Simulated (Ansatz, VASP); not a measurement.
# Cross-check of HfTeSe between VASP and Ansatz, part 2 of 2

Aim: how closely do two programs agree when they are given the same cell, functional and k mesh? The cell is taken from a series of runs on this material, whose earlier steps may have relaxed, scaled, displaced or heated it; both programs get it as it stands.

VASP 6.6.1 and Ansatz 0.2.0.

So far: Set-up; VASP: zone-centre phonons, PBEsol.

### 3. Ansatz: zone-centre phonons, PBEsol

Level of this step: Ansatz beside VASP: Kohn-Sham DFT, plane waves, PBEsol (Ansatz).

Ansatz runs on its PAW soft_1 files.

The same cell, functional, mesh and smearing now go to Ansatz, which takes its cutoff from its data sets.

Contents of input.yaml:

```yaml
crystal:
  lattice:
    - [3.7926951833, 0.0, 0.0]
    - [-1.8963475917, 3.3502617851, 0.0]
    - [0.0, 0.0, 30.0]
  atoms:
    - { symbol: Hf, position: [0.0001988965, 0.000397793, 0.3364797502] }
    - { symbol: Se, position: [0.3314802989, 0.6629605977, 0.3852294415] }
    - { symbol: Te, position: [0.6683208046, 0.3366416092, 0.274957475] }
  periodic: [true, true, false]
kpoints:
  mp_grid: { grid: [12, 12, 1] }
hamiltonian:
  xc: pbesol
  pseudopotentials: { kind: paw, azcp: { folder: soft_1 }, xc_functional: pbe }
scf:
  occupations: { method: methfessel_paxton, width: 0.2 }
output:
  eigenvalues: true
phonons:
  method: dfpt
```

Launch:

```console
ansatz run input.yaml --threads 4 --pin off --max-ram 16384MiB --backend cpu --events-out ev --progress --plain --runs-dir out
```

Numbers of over 12 decimals in the logs are rounded to 6 here.

The program printed:

```text
zone centre: on kpoints.mp_grid the ground state, and the responses unless they are solved on pairs of k-points, stand on 43 of the mesh's 144 k-points, reduced under 2 symmetry operations, with k and −k counted as one. Each operation leaves every solved displacement unchanged or reverses it
Engine: ansatz 0.2.0, x86_64-unknown-linux-gnu
Pseudopotentials: kind: paw
Pseudopotential: Hf, paw, valence charge 26, recommended cutoff 420 eV (normal), soft_1/Hf.paw.azcp
Pseudopotential: Se, paw, valence charge 16, recommended cutoff 420 eV (normal), soft_1/Se.paw.azcp
Pseudopotential: Te, paw, valence charge 16, recommended cutoff 420 eV (normal), soft_1/Te.paw.azcp
Functional definition: PBEsol
  exchange = pbesol_x
  correlation = pbesol_c
Crystal: 3 atoms, lattice volume = 381.196 Å³
Basis set: ecut = 420 eV, 7497 PW (Γ), exchange–correlation on 54×54×432 points (8 copies of the dense FFT grid, shifted against one another)
Bands: 35, of which v1, the nominal top of the filled ones, is band 29 counted from 1 (28 counted from 0)
Symmetry: 2 space group operations
k-points: 43 of 144 (time reversal used)
Non-local potential: Hf, projectors of the file, l = 0: 3, l = 1: 2, l = 2: 2, l = 3: 3
Non-local potential: Se, projectors of the file, l = 0: 2, l = 1: 2, l = 2: 3, l = 3: 1
Non-local potential: Te, projectors of the file, l = 0: 2, l = 1: 2, l = 2: 2, l = 3: 1
PAW form: soft (Blöchl's): semilocal exchange-correlation on the pseudo side does not see the compensation charge
PAW frozen core: Hf, regenerated for the run's functional, and the local potential with it (the file was generated under x = pbe(κ = 0.804, μ = 0.219515), c = pbe(β = 0.066725))
PAW frozen core: Se, regenerated for the run's functional, and the local potential with it (the file was generated under x = pbe(κ = 0.804, μ = 0.219515), c = pbe(β = 0.066725))
PAW frozen core: Te, regenerated for the run's functional, and the local potential with it (the file was generated under x = pbe(κ = 0.804, μ = 0.219515), c = pbe(β = 0.066725))
PAW one-centre angular grid: Hf, 590 points (default); XC on 64 Gauss nodes
PAW one-centre angular grid: Se, 590 points (default); XC on 64 Gauss nodes
PAW one-centre angular grid: Te, 590 points (default); XC on 64 Gauss nodes
Initial density: superposition of atomic densities (neutral atoms: chi_scale 0, normalization atom)
Initial wavefunctions: pseudopotential atomic-orbital guess
Functional: x = pbesol(κ = 0.804, μ = 0.123457), c = pbesol(β = 0.046)
iter 1 solved again at ethr=2.45e-3 eV; its pass at ethr=3.10e-3 eV (dr2=1.42e0 eV) is discarded
SCF iter   1: F=—  HF=-27928.135682 eV  |F-HF|=—  |Δ(HF+E_count)|=         —  Δρ=1.59e-2  dr2=1.43e0  ethr=2.45e-3  ⟨swp⟩=1.0  Hψ=10488  notcnv=0
preconditioner: auto → LDOS  [metal: Δε(μ)=0.109 eV  Ē_g=11.598 eV  σ=0.200 eV  W_gap=0.43  n_scr=52 (ndim 8)  ℏωp=10.4 eV  f_vac=0.760  D(μ)=0.28/eV (n_scr^D=2)  β→1.0]
SCF iter   2: F=—  HF=-27928.248054 eV  |F-HF|=—  |Δ(HF+E_count)|=   1.12e-1  S|Δr|=    0.00e0  Δρ=1.50e-2  dr2=1.61e0  ethr=2.45e-3  ⟨swp⟩=5.1  Hψ=4449  notcnv=0  defer=23
SCF iter   3: F=—  HF=-27927.735904 eV  |F-HF|=—  |Δ(HF+E_count)|=   5.12e-1  S|Δr|=    0.00e0  Δρ=2.70e-3  dr2=5.47e-2  ethr=2.45e-3  ⟨swp⟩=4.1  Hψ=3867  notcnv=0  defer=50
SCF iter   4: F=—  HF=-27927.720158 eV  |F-HF|=—  |Δ(HF+E_count)|=   1.57e-2  S|Δr|=    0.00e0  Δρ=1.10e-3  dr2=1.39e-2  ethr=9.44e-5  ⟨swp⟩=3.0  Hψ=3200  notcnv=0  defer=49
SCF iter   5: F=—  HF=-27927.717320 eV  |F-HF|=—  |Δ(HF+E_count)|=   2.84e-3  S|Δr|=    0.00e0  Δρ=3.51e-4  dr2=1.09e-3  ethr=2.40e-5  ⟨swp⟩=3.3  Hψ=2899  notcnv=0  defer=49
SCF iter   6: F=—  HF=-27927.717322 eV  |F-HF|=—  |Δ(HF+E_count)|=   2.00e-6  S|Δr|=    0.00e0  Δρ=1.03e-4  dr2=1.76e-5  ethr=1.87e-6  ⟨swp⟩=2.8  Hψ=2513  notcnv=0  defer=49
SCF iter   7: F=—  HF=-27927.717344 eV  |F-HF|=—  |Δ(HF+E_count)|=   2.25e-5  S|Δr|=    0.00e0  Δρ=2.90e-5  dr2=2.85e-6  ethr=3.04e-8  ⟨swp⟩=3.3  Hψ=3407  notcnv=0  defer=49
SCF iter   8: F=—  HF=-27927.717426 eV  |F-HF|=—  |Δ(HF+E_count)|=   8.19e-5  S|Δr|=    0.00e0  Δρ=1.09e-5  dr2=3.04e-7  ethr=4.92e-9  ⟨swp⟩=3.3  Hψ=3267  notcnv=0  defer=48
SCF iter   9: F=—  HF=-27927.717427 eV  |F-HF|=—  |Δ(HF+E_count)|=   1.02e-6  S|Δr|=    0.00e0  Δρ=3.35e-6  dr2=2.17e-8  ethr=5.24e-10  ⟨swp⟩=2.9  Hψ=2734  notcnv=0  defer=48
SCF iter  10: F=—  HF=-27927.717427 eV  |F-HF|=—  |Δ(HF+E_count)|=   2.04e-7  S|Δr|=    0.00e0  Δρ=6.26e-7  dr2=1.96e-9  ethr=3.75e-11  ⟨swp⟩=2.8  Hψ=2799  notcnv=0  defer=48
SCF iter  11: F=—  HF=-27927.717427 eV  |F-HF|=—  |Δ(HF+E_count)|=   8.85e-9  S|Δr|=    0.00e0  Δρ=1.98e-7  dr2=1.09e-10  ethr=3.38e-12  ⟨swp⟩=3.1  Hψ=3130  notcnv=0  defer=48
SCF iter  12: F=—  HF=-27927.717427 eV  |F-HF|=—  |Δ(HF+E_count)|=   2.62e-9  S|Δr|=    0.00e0  Δρ=6.49e-8  dr2=1.31e-11  ethr=1.00e-12  ⟨swp⟩=2.4  Hψ=2251  notcnv=0  defer=48
SCF iter  13: F=-27927.717427 eV  HF=-27927.717427 eV  |F-HF|=8.73e-11  |Δ(HF+E_count)|=   1.23e-9  S|Δr|=    0.00e0  Δρ=1.72e-8  dr2=1.60e-12  ethr=1.00e-12  ⟨swp⟩=21.9  Hψ=11359  notcnv=0
SCF 1 converged in 13 iterations: F = -27927.717427 eV  dr2 = 1.60e-12
  greatest PAW one-centre occupation: 1.000 electrons in one spin orbital (limit 2), on the Se atom at site 1 (counted from 0), in its partial waves of l = 2
DFPT response loops at Γ: preconditioner auto → none (partly filled bands, converged f_vac=0.768); β = 0.50; Broyden in place of MSR1
SCF converged after 13 iterations
Stability not checked: this state was not tested for a lower state beside it, because cold or Methfessel-Paxton smearing, or corrected tetrahedra, fill the levels in a way that the test cannot read (fill_not_monotonic; see scf.lower_state_search)
Free energy (F): -27927.717427 eV
Harris-Foulkes:  -27927.717427 eV  (|F-HF|=8.73e-11)
Internal energy: -27927.716058 eV  (E = F + TS)
E sigma→0 (E₀):  -27927.717085 eV
Entropy (-TS):   -0.001369 eV (-0.456 meV/atom)
Fermi energy:    -4.824555 eV
--- Per-component energies (eV) ---
  E_band       = -1697.009567
  E_kinetic    = 689.655633
  E_local      = -154654.164186  (includes V_loc(G=0)·N_el)
  E_nonlocal   = -217.173990
  E_hartree    = 76789.280530
  E_xc         = -469.605069
  E_vxc        = -445.449929  (∫ρ·V_xc dr)
  E_paw        = -14256.993928  (= ΣΔE_a)
  E_vpaw       = -648.437802  (= ΣTr[D̂ρ^β])
  E_aug_tail   = -0.000192  (compensation charges beyond the density's cutoff)
  E_ewald      = 64188.650823
  E_core_change = 2.634319  (= ΣΔE_core)
  E_smearing   = -0.001369  (= −TS)
  E_closure    = 0.000000  (closes the sum)
  Σ components = -27927.717427   (vs F -27927.717427, Δ=0.00e0)
--- Band table (eV; the first three rows and the last of 43) ---
  k-point 0: bands = [... 25 lower, -7.6761, -6.5632, -4.6689, -4.5250, -4.0103, -3.8602, -3.5380, -1.3501 (-1.3502°), ... 2 higher]
  k-point 1: bands = [... 25 lower, -7.6531, -6.3897, -5.4448, -4.8707, -3.9404, -3.4934, -3.2419, -1.2450 (-1.2450°), ... 2 higher]
  k-point 2: bands = [... 25 lower, -7.6031, -6.6766, -6.1085, -5.3228, -4.1409, -3.0028, -2.8833, -1.5140 (-1.5140°), ... 2 higher]
  k-point 42: bands = [... 25 lower, -8.2476, -7.7002, -7.3793, -6.7682, -3.5513, -3.0429, -2.0884, -1.3149, ... 2 higher]
  ° read free of the cell's end (the report's vacuum.weakly_bound_levels)
--- Phonons (Γ-DFPT): 9 representative perturbations + reference, on 43 of 144 k-points (Σ response iterations 39) ---
  k mesh reduced under 2 symmetry operations, with k and −k counted as one. Each operation leaves every solved displacement unchanged or reverses it
  ASR residual: 6.820e-5 → 0.000e0 eV/Å²; symmetrization residual: 1.531e-5 eV/Å²
  ASR residual per site (eV/Å²): 2.27e-5 6.82e-5 4.60e-5
  Γ frequencies (cm⁻¹): 0.00 0.00 0.00 89.70 91.27 140.36 140.41 159.24 206.13
  non-analytic LO–TO correction: not included (Born effective charges unavailable; polar crystals: no LO–TO splitting at Γ)
```

### 4. Differences

Known differences besides the potentials themselves: Ansatz cuts the interaction across the vacuum, VASP repeats the sheet without a dipole correction; the data sets hold 58 valence electrons in Ansatz (on its PAW soft_1 files) and 22 in VASP; the cutoff is 420 eV in Ansatz and 500 eV in VASP; Ansatz makes its cores anew for this functional, VASP keeps those of its PBE data sets. Total energies have different zeros and are not compared.

Compared:

| quantity | Ansatz | VASP | difference |
| --- | --- | --- | --- |
| optical mode 1 (cm⁻¹) | 89.7 | 89.2 | +0.51 % |
| optical mode 2 (cm⁻¹) | 91.3 | 90.9 | +0.45 % |
| optical mode 3 to 4 (cm⁻¹) | 140.4 | 140.2 | +0.13 % |
| optical mode 5 (cm⁻¹) | 159.2 | 159.5 | -0.17 % |
| optical mode 6 (cm⁻¹) | 206.1 | 206.1 | +0.02 % |

Modes are paired by rising frequency, not by their patterns, so a pair may set unlike modes beside each other; they are those without the splitting of longitudinal modes. Where the cell holds vacuum, a pressure given here is an average over it and none of the material.

### 5. Summary of results

```json
{
  "r.m.s. difference of the optical zone-centre modes, each program's sorted by frequency (zone-centre phonons, PBEsol)": "0.30 cm⁻¹",
  "difference in optical mode 1 (zone-centre phonons, PBEsol)": "+0.5 %"
}
```

In words: The r.m.s. difference of the optical zone-centre modes, each program's sorted by frequency is 0.30 cm⁻¹ (zone-centre phonons, PBEsol). The data sets hold unlike numbers of valence electrons (58 in Ansatz and 22 in VASP), so part of the differences may come from the potentials. Among the rows given in per cent, the largest difference of the zone-centre phonons, PBEsol pair is in optical mode 1, +0.5 %. Such differences can come from data sets, numerical settings and the points named under the comparisons, not from the functional's error against experiment.

[Lines on the potential files, build, host, timing and source positions are cut from VASP's logs without a mark.]

[Logs are printed without paths, hosts, clocks, repeated set-up lines and the standing remarks that a program may print on its own settings, such as how far it seeks lower states.]

[Hosts, paths, dates, database ids (printed as entryN), source tags and the programs' standing remarks are cut or masked in the printed files.]
